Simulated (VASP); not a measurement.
K (bcc): the cohesive energy from VASP (plane waves, PAW) at several levels of theory. Atoms are spin-polarised in a large box without symmetry, with the spin fixed by Hund's rule, and may not be in the lowest state of each functional; no zero-point energy is added.

```csv
level,cohesive energy (eV/atom),error against measurement
LDA,1.01,+7.4 %
PBE,0.85,-9.1 %
PBEsol,0.92,-2.4 %
SCAN,0.85,-9.5 %
```

Measured: 0.94 eV/atom at 0 K (as given by Gábor I. Csonka et al., Physical Review B (2009), arXiv:0903.4037; from 0 K enthalpies of formation; zero-point vibration energy (9/8 kB θD) added).

The cell of the LDA run:

```yaml
crystal:
  lattice:
    - [-2.52279, 2.52279, 2.52279]
    - [2.52279, -2.52279, 2.52279]
    - [2.52279, 2.52279, -2.52279]
  atoms:
    - { symbol: K, position: [0.00000, 0.00000, 0.00000] }
```

Only levels that ran to the end are used. Left out are those held back, those with too coarse a band path, GW runs whose mesh misses a band edge, hybrids' fits of cells that aren't cubic and levels without matching references; a question may draw on a part of the rest.

The compound is K in the bcc structure.
